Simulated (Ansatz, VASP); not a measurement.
# LiMg: VASP beside Ansatz, part 2 of 2

Wanted: the spread between two codes on one cell, functional and k mesh. The cell is taken from a series of runs on this material, whose earlier steps may have relaxed, scaled, displaced or heated it; both programs get it as it stands.

VASP 6.6.1 and Ansatz 0.2.0.

So far: Starting point; Ansatz: relaxation of cell and atoms, PBEsol, pair 1; VASP: relaxation of cell and atoms, PBEsol, pair 1; Side by side.

### Step 5. Ansatz: relaxation of cell and atoms, PBEsol, pair 2

Level of this step: Ansatz beside VASP: Kohn-Sham DFT, plane waves, PBEsol (Ansatz).

The relaxed volume is the usual yardstick between codes: in a stiff, nearly cubic crystal its relative difference is about their pressure difference at one cell divided by the bulk modulus.

The cell is taken from a series of runs on this material, whose earlier steps may have relaxed, scaled, displaced or heated it; both programs get it as it stands.

Input file input.yaml:

```yaml
crystal:
  lattice:
    - [3.1060173531, 0.0, 0.0]
    - [-1.5530086765, 2.6898899324, 0.0]
    - [0.0, 0.0, 5.0317791366]
  atoms:
    - { symbol: Li, position: [0.0, 0.0, 0.0] }
    - { symbol: Mg, position: [0.6666666667, 0.3333333333, 0.5] }
kpoints:
  mp_grid: { grid: [15, 15, 8] }
hamiltonian:
  xc: pbesol
scf:
  occupations: { method: methfessel_paxton, width: 0.15 }
output:
  forces: true
  stress: true
  eigenvalues: true
relax:
  adjacent_minimum: "off"
  f_tol: 0.001
  max_steps: 60
  cell: { stress_tol: 0.01 }
```

Run with:

```bash
ansatz run input.yaml --threads 4 --pin off --max-ram 7168MiB --backend cpu --events-out ev --progress --plain --runs-dir out
```

Numbers of over 12 decimals in the logs are rounded to 6 here.

Output:

```text
[...]
Crystal: 2 atoms, lattice volume = 42.040 Å³
Basis set: ecut = 420 eV, 833 PW (Γ), exchange–correlation on 48×48×72 points (8 copies of the dense FFT grid, shifted against one another)
Bands: 11, of which v1, the nominal top of the filled ones, is band 7 counted from 1 (6 counted from 0)
Symmetry: 12 space group operations
[...]
k-points: 135 of 1800 (time reversal used)
[...]
k-point 134: bands = [... 3 lower, -38.9411, -38.9367, 4.2502, 4.7844, 5.2124, 5.6933, 6.2662, 8.3416]
--- Relaxed structure (2 steps of the walk, 2 accepted, 1 SCFs on fresh bases) ---
[...]
cell:  # Å, volume = 42.0317 Å³
    - [3.105411, -2.886183754299531e-11, 0.0]
    - [-1.552705, 2.689365, 0.0]
    - [0.0, 0.0, 5.032780]
  atoms:
    - { symbol: Li, position: [-2.7755575615628914e-17, 0, 0.0] }
    - { symbol: Mg, position: [0.666667, 0.333333, 0.500000] }
[key lines of the parts left out:]
SCF converged after 5 iterations
Free energy (F): -2115.101201 eV
Fermi energy:    3.501543 eV
P = ⅓ Tr σ = -0.0020 GPa (-0.020 kbar)
```

### Step 6. VASP: relaxation of cell and atoms, PBEsol, pair 2

The same cell, functional, mesh and smearing now go to VASP, with its own data sets.

Input file INCAR:

```
SYSTEM = LiMg
PREC = Accurate
ENCUT = 750
EDIFF = 1E-07
NELM = 120
ISMEAR = 1
SIGMA = 0.15
LREAL = .FALSE.
ALGO = Normal
GGA = PS
NBANDS = 8
LORBIT = 11
LWAVE = .FALSE.
LCHARG = .FALSE.
ISIF = 3
IBRION = 2
NSW = 80
EDIFFG = -0.005
LASPH = .TRUE.
GGA_COMPAT = .FALSE.
NELMIN = 4
KPAR = 2
```

Input file POSCAR:

```
LiMg
1.0
    3.1060170000      0.0000000000      0.0000000000
   -1.5530090000      2.6898900000      0.0000000000
    0.0000000000      0.0000000000      5.0317790000
Li Mg
1 1
Direct
    0.0000000000      0.0000000000      0.0000000000
    0.6666666667      0.3333333333      0.5000000000
```

Input file KPOINTS:

```
Automatic mesh
0
Gamma
15 15 8
0 0 0
```

PAW data sets: Li_sv and Mg (PBE family, release 64).

Run with:

```bash
mpirun -np 2 vasp_std
```

Output:

```text
[banner, memory and clock lines left out]
running    2 mpi-ranks, on    1 nodes
[...]
[... a notice as in an earlier step ...]

 LDA part: xc-table for (Slater+PW92), standard interpolation
 POSCAR, INCAR and KPOINTS ok, starting setup
[...]
entering main loop
       N       E                     dE             d eps       ncg     rms          rms(c)
DAV:   1     0.133249988019E+01    0.13325E+01   -0.16055E+03  2160   0.575E+02
DAV:   2    -0.364306156458E+01   -0.49756E+01   -0.48062E+01  2968   0.593E+01
DAV:   3    -0.381663002575E+01   -0.17357E+00   -0.17327E+00  3072   0.894E+00
DAV:   4    -0.382437235637E+01   -0.77423E-02   -0.77369E-02  3208   0.158E+00
[...]
DAV:  11    -0.374203728444E+01    0.14827E-05   -0.63441E-07  2808   0.579E-03    0.165E-03
DAV:  12    -0.374203661503E+01    0.66941E-06   -0.74466E-08  1768   0.211E-03    0.528E-05
DAV:  13    -0.374203656776E+01    0.47268E-07   -0.21610E-08  1288   0.122E-03
   1 F= -.37420366E+01 E0= -.37414297E+01  d E =-.374204E+01
[...]
DAV:   4    -0.374205989782E+01    0.31797E-06   -0.35804E-07  2696   0.440E-03    0.153E-03
DAV:   5    -0.374206046336E+01   -0.56554E-06   -0.77994E-08  1448   0.210E-03    0.146E-04
DAV:   6    -0.374206051749E+01   -0.54131E-07   -0.35165E-08  1152   0.159E-03
   2 F= -.37420605E+01 E0= -.37414566E+01  d E =-.239497E-04
 trial-energy change:   -0.000024  1 .order   -0.000024   -0.000032   -0.000016
 step:   2.0451(harm=  2.0451)  dis= 0.00000  next Energy=    -3.742069 (dE=-0.324E-04)
[...]
N       E                     dE             d eps       ncg     rms          rms(c)
DAV:   1    -0.374207243055E+01   -0.11967E-04   -0.25523E-04  3152   0.146E-01    0.273E-02
DAV:   2    -0.374207215444E+01    0.27611E-06   -0.29066E-05  2784   0.364E-02    0.185E-02
DAV:   3    -0.374206879517E+01    0.33593E-05   -0.71243E-06  4104   0.145E-02    0.622E-03
DAV:   4    -0.374206844343E+01    0.35175E-06   -0.39585E-07  2792   0.463E-03    0.162E-03
DAV:   5    -0.374206903097E+01   -0.58754E-06   -0.85938E-08  1552   0.215E-03    0.144E-04
DAV:   6    -0.374206909563E+01   -0.64661E-07   -0.35260E-08  1112   0.159E-03
   3 F= -.37420691E+01 E0= -.37414684E+01  d E =-.325279E-04
[...]
reached required accuracy - stopping structural energy minimisation
```

OUTCAR, selected parts (step 6):

```text
  Total       -0.0004755     -0.0004755      0.0017342      0.0000000      0.0000000      0.0000000
  in kB       -0.0181746     -0.0181746      0.0662876      0.0000000      0.0000000      0.0000000
  external PRESSURE =       0.0099795 kB  Pullay stress =       0.0000000 kB

 POSITION                                       TOTAL-FORCE (eV/Angst)
 -----------------------------------------------------------------------------------
     -0.00000      0.00000      0.00000         0.000000      0.000000      0.000000
      1.55114      0.89555      2.51454        -0.000000      0.000000      0.000000
 -----------------------------------------------------------------------------------
    total drift:                               -0.000000     -0.000000      0.000000

  FREE ENERGIE OF THE ION-ELECTRON SYSTEM (eV)
  ---------------------------------------------------
  free  energy   TOTEN  =        -3.7420690956 eV

  energy  without entropy=       -3.7402669948  energy(sigma->0) =       -3.74146840

[... 2 parts as in an earlier step ...]

[... 2 further parts left out ...]
[key lines of the parts left out:]
E-fermi :   1.6754
```

### Step 7. Comparison

What differs besides the data sets and the points named for the pairs above, as far as they apply: the data sets hold 13 valence electrons in Ansatz (on its default PAW (the set named soft_2) files) and 5 in VASP. Total energies have different zeros and are not compared.

Compared:

| quantity | Ansatz | VASP | difference |
| --- | --- | --- | --- |
| volume (Å³) | 42.03 | 41.92 | +0.28 % |
| edge a after relaxation, in the typed setting (Å) | 3.105 | 3.102 | +0.10 % |
| edge c after relaxation, in the typed setting (Å) | 5.033 | 5.029 | +0.07 % |

### Step 8. Summary of results

```yaml
difference_in_volume_relaxation_of_cell_and_atoms_pbesol_pair_1: 0.32 %
difference_in_volume_relaxation_of_cell_and_atoms_pbesol_pair_2: 0.28 %
```

The difference in volume is 0.32 % (relaxation of cell and atoms, PBEsol, pair 1), within the 1.2 % picked in this series as the mark of a large difference, as far as the stopping tolerances let one tell. The data sets hold unlike numbers of valence electrons (13 in Ansatz and 5 in VASP), so part of the differences comes from the potentials. Such differences can come from data sets, numerical settings and the points named under the comparisons, not from the functional's error against experiment.

[Lines on the potential files, build, host, timing and source positions are cut from VASP's logs without a mark.]

[Logs are printed without paths, hosts, clocks, repeated set-up lines and the standing remarks that a program may print on its own settings, such as how far it seeks lower states.]

[Hosts, paths, dates, database ids (printed as entryN), source tags and the programs' standing remarks are cut or masked in the printed files.]
